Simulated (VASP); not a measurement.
A VASP calculation is set up with these files.

### KPOINTS
```
Automatic mesh
0
Gamma
8 8 2
0 0 0
```

### INCAR
```
ENCUT = 520
SYSTEM = MoS2
LCHARG = .False.
PREC = Accurate
ZAB_VDW = -1.8867
EDIFFG = -0.01   ! ionic stop
LASPH = .True.
ISMEAR = 0   ! Gaussian
IBRION = 2
ISIF = 4
ALGO = Normal   ! blocked Davidson
AGGAC = 0.0
LMAXMIX = 4   ! l cut-off of mixed one-centre charges
SIGMA = 0.05
LWAVE = .False.
GGA = ML
NELM = 100   ! most electronic steps
EDIFF = 1E-7
LREAL = .False.   ! projection in real space or not
NSW = 30   ! most ionic steps
LUSE_VDW = .True.
```

File POSCAR:
```
MoS2
1.0
  1.6432203830  -2.8461408825   0.0000000000
  1.6432203830   2.8461408825   0.0000000000
  0.0000000000   0.0000000000  12.8559685872
Mo S
2 4
Cart
  1.6432203830   0.9487155249   3.2139921468
  1.6432203830  -0.9487155249   9.6419764404
  1.6432203830   0.9487155249  11.2250145923
  1.6432203830  -0.9487155249   4.7970302987
  1.6432203830  -0.9487155249   1.6309539949
  1.6432203830   0.9487155249   8.0589382885
```

POTCAR, in this order: Mo_sv S (PBE.64 set). Program: vasp_std.

Task: Write an equivalent input for Quantum ESPRESSO's pw.x.

Result: One equivalent input (not run):
```
&CONTROL
  calculation = 'vc-relax'
  pseudo_dir = './pseudo'
  outdir = './out'
  tprnfor = .true.
  tstress = .true.
  nstep = 30
  forc_conv_thr = 0.00039
/
&SYSTEM
  ibrav = 0
  nat = 6
  ntyp = 2
  ecutwfc = 80
  occupations = 'smearing'
  smearing = 'gaussian'
  degauss = 0.003675
  input_dft = 'vdw-df2'
/
&ELECTRONS
  conv_thr = 7.3e-09
  electron_maxstep = 100
/
&IONS
/
&CELL
  cell_dofree = 'shape'
/
ATOMIC_SPECIES
  Mo 95.950 Mo.upf
  S 32.060 S.upf
CELL_PARAMETERS angstrom
     1.6432204   -2.8461409    0.0000000
     1.6432204    2.8461409    0.0000000
     0.0000000    0.0000000   12.8559686
ATOMIC_POSITIONS crystal
  Mo   0.3333330  0.6666670  0.2500000
  Mo   0.6666670  0.3333330  0.7500000
  S    0.3333330  0.6666670  0.8731364
  S    0.6666670  0.3333330  0.3731364
  S    0.6666670  0.3333330  0.1268636
  S    0.3333330  0.6666670  0.6268636
K_POINTS automatic
  8 8 2 0 0 0
```
What does not carry over: the potentials are each code's own (VASP's PAW set, PseudoDojo norm-conserving files in pw.x), so ENCUT and ecutwfc are chosen apart and not converted; conv_thr bounds pw.x's estimated SCF error, while EDIFF bounds the energy change between steps; forc_conv_thr acts on force components and is met together with etot_conv_thr.

The compound is MoS2 in the 2H layered structure. It was relaxed first, which changed the volume by +13 %.
